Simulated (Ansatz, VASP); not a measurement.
# SiO2 (SiO2 (P3_121)): VASP beside Ansatz, part 2 of 2

Wanted: the spread between two codes on one cell, functional and k mesh. The cell is taken from a series of runs on this material, whose earlier steps may have relaxed, scaled, displaced or heated it; both programs get it as it stands.

VASP 6.6.1 and Ansatz 0.2.0.

So far: Set-up; VASP: single point, PBE0.

## 3. Ansatz: single point, PBE0

Level of this step: Ansatz beside VASP: Kohn-Sham DFT, plane waves, PBE0 (Ansatz).

Ansatz runs on its default PAW (the set named soft_2) files.

The same cell, functional and mesh now go to Ansatz.

Contents of input.yaml:

```yaml
crystal:
  lattice:
    - [-2.43418878, 4.21613864, 5.36689886]
    - [4.86837756, 0.0, 5.36689886]
    - [2.43418878, 4.21613864, 0.0]
  atoms:
    - { symbol: Si, position: [0.9996553897855, 5.906948539071e-05, 0.5348162207992] }
    - { symbol: Si, position: [0.4996553897855, 0.5000590694854, 0.03481622079916] }
    - { symbol: Si, position: [0.06608873367001, 0.6008299205795, 0.3993363609383] }
    - { symbol: Si, position: [0.56608873367, 0.1008299205795, 0.8993363609383] }
    - { symbol: Si, position: [0.4341083158989, 0.8994086771375, 0.565725904187] }
    - { symbol: Si, position: [0.9341083158989, 0.3994086771375, 0.06572590418696] }
    - { symbol: O, position: [0.4572105889045, 0.3210147594163, 0.9559845302052] }
    - { symbol: O, position: [0.9572105889045, 0.8210147594163, 0.4559845302052] }
    - { symbol: O, position: [0.1944038525541, 0.9180172223885, 0.6681106398049] }
    - { symbol: O, position: [0.6944038525541, 0.4180172223885, 0.1681106398049] }
    - { symbol: O, position: [0.01827565621542, 0.4285526221268, 0.7074224256628] }
    - { symbol: O, position: [0.5182756562154, 0.9285526221268, 0.2074224256628] }
    - { symbol: O, position: [0.04167815471915, 0.1779542236292, 0.2323885306555] }
    - { symbol: O, position: [0.5416781547191, 0.6779542236292, 0.7323885306555] }
    - { symbol: O, position: [0.4824391098239, 0.07165405888929, 0.653369387797] }
    - { symbol: O, position: [0.9824391098239, 0.5716540588893, 0.153369387797] }
    - { symbol: O, position: [0.3061401984285, 0.5825094463475, 0.2828469999502] }
    - { symbol: O, position: [0.8061401984285, 0.08250944634749, 0.7828469999502] }
basis:
  ecutwfc: 420.0
  ecutrho_ratio: 4
  xc_grid: 2
  fft_grid_basis: typed
  precision: f64
kpoints:
  mp_grid: { grid: [1, 1, 2] }
hamiltonian:
  xc: pbe0
  pseudopotentials: { kind: paw }
scf:
  max_iter: 60
  occupations: { method: fixed }
output:
  forces: true
checkpoint:
  write: "../host.hyb.run"
  compress: false
  write_wavefunctions: true
  write_every: 100000
```

The run is started by

```console
ansatz run input.yaml --threads 4 --pin off --max-ram 9420MiB --backend cpu --events-out ev --progress --plain --runs-dir out
```

Numbers of over 12 decimals in the logs are rounded to 6 here.

Output:

```text
Engine: ansatz 0.2.0, aarch64-unknown-linux-gnu
Pseudopotentials: kind: paw
Pseudopotential: Si, paw, valence charge 4, recommended cutoff 420 eV (normal), Si.paw.azcp
Pseudopotential: O, paw, valence charge 6, recommended cutoff 420 eV (normal), O.paw.azcp
Functional definition: PBE0
  parameter a = 0.25
  parameter kappa = 0.804
  parameter beta = 0.066725
  exchange = (1 - a)*pbe_x(kappa = kappa, mu = beta*pi^2/3) + a*exact_x
  correlation = pbe_c(beta = beta)
davidson cushion auto → on  (no smearing: the cushion is to keep the highest requested band from converging to the state above it; pin scf.eigensolver.cushion to override)
Crystal: 18 atoms, lattice volume = 220.319 Å³
Basis set: ecut = 420 eV, 4319 PW (Γ), exchange–correlation on 100×100×72 points (8 copies of the dense FFT grid, shifted against one another)
Bands: 66, of which v1, the nominal top of the filled ones, is band 48 counted from 1 (47 counted from 0)
Symmetry: 2 space group operations
Space group: P1 (ITA 1), of the structure as read, at distance tolerance 6.0e-5 Å
k-points: 2
Non-local potential: Si, projectors of the file, l = 0: 2, l = 1: 2, l = 2: 2
Non-local potential: O, projectors of the file, l = 0: 2, l = 1: 2, l = 2: 1
PAW form: soft (Blöchl's): semilocal exchange-correlation on the pseudo side does not see the compensation charge
PAW frozen core: Si, regenerated for the run's functional, and the local potential with it (the file was generated under x = pbe(κ = 0.804, μ = 0.219515), c = pbe(β = 0.066725))
PAW frozen core: O, regenerated for the run's functional, and the local potential with it (the file was generated under x = pbe(κ = 0.804, μ = 0.219515), c = pbe(β = 0.066725))
PAW one-centre angular grid: Si, 110 points (default); XC on 64 Gauss nodes
PAW one-centre angular grid: O, 110 points (default); XC on 64 Gauss nodes
Initial density: superposition of atomic densities (neutral atoms: chi_scale 0, normalization atom), corrected by the library's trained network
Initial wavefunctions: pseudopotential atomic-orbital guess
Functional: x = pbe(κ = 0.804, μ = 0.219515), c = pbe(β = 0.066725), warm-up for x = 0.75 pbe(κ = 0.804, μ = 0.219515) + 0.25 exact, c = pbe(β = 0.066725)
SCF iter   1: F=—  HF=-10644.073427 eV  |F-HF|=—  |Δ(HF+E_count)|=         —  Δρ=1.45e-3  dr2=1.49e-3  ethr=1.77e-3  ⟨swp⟩=2.0  Hψ=1001  notcnv=0
preconditioner: auto → none  [insulator: Δε(μ)=6.230 eV  Ē_g=17.096 eV  n_scr=50 (ndim 8)  ℏωp=24.5 eV  f_vac=0.098]
SCF iter   2: F=-10644.076974 eV  HF=-10644.076051 eV  |F-HF|=9.23e-4  |Δ(HF+E_count)|=   2.62e-3  Δρ=6.77e-4  dr2=2.35e-4  ethr=1.55e-6  ⟨swp⟩=5.0  Hψ=454  notcnv=0
SCF 1 stopped early in 2 iterations: F = -10644.076974 eV  dr2 = 2.35e-4
  greatest PAW one-centre occupation: 0.863 electrons in one spin orbital (limit 2), on the O atom at site 11 (counted from 0), in its partial waves of l = 0
Initial density: handed on by an earlier stage of this run
Initial wavefunctions: those handed on with the density
Functional: x = 0.75 pbe(κ = 0.804, μ = 0.219515) + 0.25 exact, c = pbe(β = 0.066725)
Frozen-core exchange: fock
SCF iter   1: F=—  HF=-10648.473321 eV  |F-HF|=—  |Δ(HF+E_count)|=         —  Δρ=6.58e-3  dr2=7.05e-2  ethr=2.45e-6  ⟨swp⟩=8.0  Hψ=730  notcnv=0
preconditioner: auto → none  [insulator: Δε(μ)=8.877 eV  Ē_g=20.439 eV  n_scr=50 (ndim 8)  ℏωp=24.5 eV  f_vac=0.098]
SCF iter   2: F=—  HF=-10648.450105 eV  |F-HF|=—  |Δ(HF+E_count)|=   2.32e-2  Δρ=3.58e-3  dr2=1.30e-2  ethr=2.45e-6  ⟨swp⟩=4.0  Hψ=514  notcnv=0
SCF iter   3: F=—  HF=-10648.483228 eV  |F-HF|=—  |Δ(HF+E_count)|=   3.31e-2  Δρ=1.59e-3  dr2=5.55e-3  ethr=2.45e-6  ⟨swp⟩=4.5  Hψ=435  notcnv=0
iter 4 solved again at ethr=2.35e-8 eV; its pass at ethr=2.45e-6 eV (dr2=2.25e-5 eV) is discarded
SCF iter   4: F=—  HF=-10648.481479 eV  |F-HF|=—  |Δ(HF+E_count)|=   1.75e-3  Δρ=1.50e-4  dr2=1.08e-4  ethr=2.35e-8  ⟨swp⟩=3.5  Hψ=774  notcnv=0
SCF iter   5: F=—  HF=-10648.482080 eV  |F-HF|=—  |Δ(HF+E_count)|=   6.00e-4  Δρ=2.23e-4  dr2=9.85e-5  ethr=2.35e-8  ⟨swp⟩=5.5  Hψ=507  notcnv=0
SCF iter   6: F=-10648.482053 eV  HF=-10648.482050 eV  |F-HF|=2.68e-6  |Δ(HF+E_count)|=   2.93e-5  Δρ=2.73e-5  dr2=4.57e-6  ethr=2.35e-8  ⟨swp⟩=4.0  Hψ=440  notcnv=0
SCF 2 stopped early in 6 iterations: F = -10648.482053 eV  dr2 = 4.57e-6
  Residual-converged pass: ⟨swp⟩=4.0  Hψ=375  notcnv=0  max |occ|·‖R‖ = 6.3e-6 eV (tolerance 6.7e-6 eV)  dr2=4.61e-6  dr2_onsite=5.37e-8  max |Δocc| = 0.0e0
  greatest PAW one-centre occupation: 0.866 electrons in one spin orbital (limit 2), on the O atom at site 11 (counted from 0), in its partial waves of l = 0
hybrid outer 1: dexx = +4.049e-2 eV, tail = 6.54e-5 eV
Frozen-core exchange: fock
SCF iter   1: F=—  HF=-10648.482426 eV  |F-HF|=—  |Δ(HF+E_count)|=         —  Δρ=3.68e-5  dr2=1.04e-6  ethr=3.41e-7  ⟨swp⟩=4.5  Hψ=328  notcnv=0
preconditioner: auto → none  [insulator: Δε(μ)=8.879 eV  Ē_g=20.421 eV  n_scr=50 (ndim 8)  ℏωp=24.5 eV  f_vac=0.107]
SCF iter   2: F=—  HF=-10648.482428 eV  |F-HF|=—  |Δ(HF+E_count)|=   2.11e-6  Δρ=2.61e-5  dr2=1.00e-6  ethr=9.26e-10  ⟨swp⟩=6.0  Hψ=538  notcnv=0  defer=1
SCF iter   3: F=—  HF=-10648.482428 eV  |F-HF|=—  |Δ(HF+E_count)|=   2.95e-7  Δρ=5.39e-6  dr2=2.45e-8  ethr=9.26e-10  ⟨swp⟩=3.0  Hψ=357  notcnv=0
SCF iter   4: F=-10648.482428 eV  HF=-10648.482428 eV  |F-HF|=1.15e-8  |Δ(HF+E_count)|=   9.32e-8  Δρ=4.01e-6  dr2=2.03e-8  ethr=1.97e-11  ⟨swp⟩=6.5  Hψ=507  notcnv=0  defer=5
SCF 3 converged in 4 iterations: F = -10648.482428 eV  dr2 = 2.03e-8
  Residual-converged pass: ⟨swp⟩=3.0  Hψ=280  notcnv=0  max |occ|·‖R‖ = 1.2e-6 eV (tolerance 1.3e-6 eV)  dr2=2.03e-8  dr2_onsite=1.53e-9  max |Δocc| = 0.0e0
hybrid outer 2: dexx = +1.119e-6 eV, tail = 6.13e-8 eV, Δε = 9.96e-4 eV (about 3.53e-5 eV left of the loop's levels), ΔF = 4.66e-3 eV/Å (tail 4.45e-4)
hybrid SCF converged: 2 outer / 10 inner (+2 warm-up), last move |dexx| = 1.12e-6 eV, tail = 6.13e-8 eV
Stability not checked: this state was not tested for a lower state beside it, because the functional holds exact exchange (a hybrid, or Hartree-Fock), whose exchange loop this test does not read (fock_operator; see scf.lower_state_search)
Free energy (F): -10648.482428 eV
Frozen-core exchange: fock
Harris-Foulkes:  -10648.482428 eV  (|F-HF|=1.15e-8)
Internal energy: -10648.482428 eV  (E = F + TS)
E sigma→0 (E₀):  -10648.482428 eV
Fermi energy:    0.874051 eV
--- Per-component energies (eV) ---
  E_band       = -600.275758
  E_kinetic    = 2434.656944
  E_local      = -5778.753613  (includes V_loc(G=0)·N_el)
  E_nonlocal   = 707.537137
  E_hartree    = 2073.740696
  E_xc         = -949.028435
  E_vxc        = -1102.447432  (∫ρ·V_xc dr)
  E_exx        = -317.108803  (= α·E_x^exact, valence–valence)
  E_paw        = -4955.902552  (= ΣΔE_a)
  E_vpaw       = -374.555921  (= ΣTr[D̂ρ^β])
  E_aug_tail   = 0.031078  (compensation charges beyond the density's cutoff)
  E_ewald      = -3863.011444
  E_core_change = -0.643437  (= ΣΔE_core)
  E_smearing   = -0.000000  (= −TS)
  E_closure    = 0.000000  (closes the sum)
  Σ components = -10648.482428   (vs F -10648.482428, Δ=0.00e0)
--- Forces (eV/Å), atoms counted from 1 ---
  atom   1  Si    -0.00114414    -0.00926478     0.00827272
  atom   2  Si    -0.00114414    -0.00926478     0.00827272
  atom   3  Si    -0.01381119     0.01426954     0.00094262
  atom   4  Si    -0.01381119     0.01426954     0.00094262
  atom   5  Si     0.01455763     0.00757127    -0.00561373
  atom   6  Si     0.01455763     0.00757127    -0.00561373
  atom   7  O      0.01359841    -0.00635592     0.00792238
  atom   8  O      0.01359841    -0.00635592     0.00792238
  atom   9  O      0.01087037     0.00272904     0.02111260
  atom  10  O      0.01087037     0.00272904     0.02111260
  atom  11  O     -0.01630004    -0.01763699     0.02941568
  atom  12  O     -0.01630004    -0.01763699     0.02941568
  atom  13  O      0.00145578     0.01174784    -0.01659999
  atom  14  O      0.00145578     0.01174784    -0.01659999
  atom  15  O     -0.00549339     0.01890415    -0.01939237
  atom  16  O     -0.00549339     0.01890415    -0.01939237
  atom  17  O     -0.00381799    -0.02198244    -0.02602194
  atom  18  O     -0.00381799    -0.02198244    -0.02602194
  max |Σ_I F_I| component: 1.69e-4 eV/Å
--- Band table (eV) ---
  k-point 0: bands = [... 44 lower, 0.4177, 0.7408, 0.7510, 0.8672, 9.7524, 12.9822, 13.1482, 13.1495, ... 8 higher]
  k-point 1: bands = [... 44 lower, 0.5927, 0.5927, 0.8741, 0.8741, 12.3177, 12.3177, 13.2477, 13.2477, ... 8 higher]
  guard bands above this table: 6 of the run's 66 bands. The solve was not asked for them (output.publish_guard_bands: true or output.eigenvalues: true publishes all)
```

## 4. Differences

Known differences besides the potentials themselves: exact exchange at q = 0 is treated differently, which shows on coarse meshes; VASP keeps PBE cores, Ansatz makes them for the functional; fixed occupations in Ansatz, narrow Gaussian smearing in VASP; the cutoff is 420 eV in Ansatz and 520 eV in VASP; VASP takes a coarser grid for exact exchange (PRECFOCK = Fast). Total energies have different zeros and are not compared.

Both answers:

```
              quantity  Ansatz   VASP  difference
gap on the k mesh (eV)   8.878  8.942      -0.064
```

At this near-relaxed geometry the largest component of a force difference is 16 meV/Å. A gap on the mesh is an upper bound, since the band edges may lie between its points.

## 5. Results

| Quantity | Value |
| --- | --- |
| difference in gap on the k mesh (single point, PBE0) | -0.064 eV |
| r.m.s. force difference (single point, PBE0) | 6.4 meV/Å |

The difference in gap on the k mesh is -0.064 eV (single point, PBE0), within the 0.08 eV picked in this series as the mark of a large difference. Such differences can come from data sets, numerical settings and the points named under the comparisons, not from the functional's error against experiment.

[Lines on the potential files, build, host, timing and source positions are cut from VASP's logs without a mark.]

[Logs are printed without paths, hosts, clocks, repeated set-up lines and the standing remarks that a program may print on its own settings, such as how far it seeks lower states.]

[Hosts, paths, dates, database ids (printed as entryN), source tags and the programs' standing remarks are cut or masked in the printed files.]
